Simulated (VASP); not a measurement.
Wanted: the native input for a VASP 6.6.1 run.

```
Task                   : relaxation of cell and atoms
Functional             : PBEsol
Potentials or basis    : VASP PAW PBE potentials, release 64 (Na_pv)
Cutoff                 : 600 eV
k mesh                 : 14 × 14 × 14
Occupations            : gaussian, width 0.1 eV
Spin                   : no spin polarisation
Further INCAR settings : ALGO = Fast; EDIFF = 1e-07; IBRION = 2; EDIFFG = -0.005; NSW = 90; ISIF = 3
```

The structure of Na lies in POSCAR:

```
Na
1.0
   -2.1175000000      2.1175000000      2.1175000000
    2.1175000000     -2.1175000000      2.1175000000
    2.1175000000      2.1175000000     -2.1175000000
Na
1
Direct
    0.0000000000      0.0000000000      0.0000000000
```

The input as run:

INCAR

```
SYSTEM = Na
  PREC = Accurate
  ENCUT = 600
  EDIFF = 1E-7
  ISMEAR = 0
  SIGMA = 0.1
  LREAL = .False.
  LASPH = .True.
  NELM = 100
  ALGO = Fast
  ISIF = 3
  LWAVE = .False.
  LCHARG = .False.
  GGA = PS
  IBRION = 2
  NSW = 90
  EDIFFG = -0.005
```

KPOINTS

```
Automatic mesh
0
Gamma
  14 14 14
  0 0 0
```

Potentials or basis: VASP PAW PBE potentials, release 64 (Na_pv).

Run with:

```sh
$ cat potpaw_PBE.64/Na_pv/POTCAR > POTCAR
$ mpirun -np 1 vasp_std > vasp.out
```

Results of the run:

```json
{"Relaxed volume": "36.21 Å³/atom", "Relaxed cell": "a = 3.610 Å, b = 3.610 Å, c = 3.610 Å, α = 109.47°, β = 109.47°, γ = 109.47°", "Space group after relaxing (to 0.05 Å)": "Im-3m (No. 229)", "Energy gained by relaxing": "1.9 meV/atom", "Ionic steps": "6", "Pressure after relaxing": "0.0 GPa", "Band gap on the k mesh": "none (metal or under the smearing width)"}
```

Caveat: the PAW data sets were made with another functional, which shifts forces and pressure a little.

It took 73 s on 1 thread of Intel(R) Xeon(R) Platinum 8375C CPU @ 2.90GHz (Ice Lake), on a shared host, peak memory 0.18 GiB.
